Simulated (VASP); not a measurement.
Data:

```xyz
5
Lattice="5.7790 0.0000 0.0000 0.0000 5.7790 0.0000 0.0000 0.0000 5.7790" Properties=species:S:1:pos:R:3 pbc="T T T"
Cs     0.0000     0.0000     0.0000
Pb     2.8895     2.8895     2.8895
Br     2.8895     0.0000     2.8895
Br     0.0000     2.8895     2.8895
Br     2.8895     2.8895     0.0000
```

Method: LDA (Ceperley-Alder, Perdew-Zunger) with spin-orbit coupling, VASP's LDA PAW potentials (set 64) (plane waves; VASP). Numerical set-up: 400 eV cut-off, 4×4×4 Γ-centred mesh, Gaussian smearing of 0.050 eV, potentials Cs_sv Pb_d Br.

Question: Give the energies of bands 37 to 50 at the high-symmetry points, in eV from the valence-band maximum.

Answer: 
| band | Γ | X | M | R |
|---|---|---|---|---|
| 37 | -2.62 | -2.62 | -2.74 | -2.21 |
| 38 | -2.62 | -2.62 | -2.74 | -2.21 |
| 39 | -2.40 | -2.55 | -2.53 | -1.89 |
| 40 | -2.40 | -2.55 | -2.53 | -1.89 |
| 41 | -2.23 | -2.41 | -2.01 | -1.89 |
| 42 | -2.23 | -2.41 | -2.01 | -1.89 |
| 43 | -2.23 | -1.61 | -0.79 | 0.00 |
| 44 | -2.23 | -1.61 | -0.79 | 0.00 |
| 45 | 2.37 | 2.08 | 1.07 | 0.08 |
| 46 | 2.37 | 2.08 | 1.07 | 0.08 |
| 47 | 3.46 | 3.91 | 2.25 | 1.54 |
| 48 | 3.46 | 3.91 | 2.25 | 1.54 |
| 49 | 3.46 | 4.50 | 4.66 | 1.54 |
| 50 | 3.46 | 4.54 | 4.68 | 1.54 |

The gap is direct, 0.08 eV, from the valence maximum at R to the conduction minimum at R.

The compound is CsPbBr3 in the cubic perovskite structure, the ideal cubic form; the compound distorts at low or room temperature. It was relaxed first.
